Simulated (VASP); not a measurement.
Given:

```
ZrS2
1.0
    1.76753    -3.06146     0.00000
    1.76753     3.06146     0.00000
    0.00000     0.00000     5.38358
Zr S
1 2
Direct
  0.00000   0.00000   0.00000
  0.33333   0.66667   0.27497
  0.66667   0.33333   0.72503
```

All values below come from PBE GGA, VASP's PBE PAW potentials (set 64) (plane waves; VASP). Run with 500 eV cut-off, 7×7×4 Γ-centred mesh, Gaussian smearing of 0.050 eV, potentials Zr_sv S.

Energy and stress use the plane-wave basis of the starting cell. Without a dispersion term in the relaxation, distances and binding between the weakly bound layers, chains or molecules are unreliable, and so is what depends on them.

Q: The ions, cell shape and volume at an external pressure of 20.0 GPa are relaxed. What does this cell relax into?

A: 
```
ZrS2
1.0
    1.71422    -2.96911     0.00000
    1.71422     2.96911     0.00000
    0.00000     0.00000     5.19279
Zr S
1 2
Direct
  0.00000   0.00000   0.00000
  0.33333   0.66667   0.28909
  0.66667   0.33333   0.71091
```
Space group P-3m1 (164), at a tolerance of 0.03 Å.

Q: How do energy and volume change from the first to the last step?

A: The energy (σ→0) changes by +163.7 meV/atom and the volume by -9.3 %, in 10 ionic steps.

The compound is ZrS2 in the 1T layered structure. This run relaxes it under an external pressure of 20 GPa. Symmetry was kept, so distortions that lower it aren't found. The k-mesh is coarse (spacing up to 0.30 per Å, 2π included), so the numbers may not be converged in it.
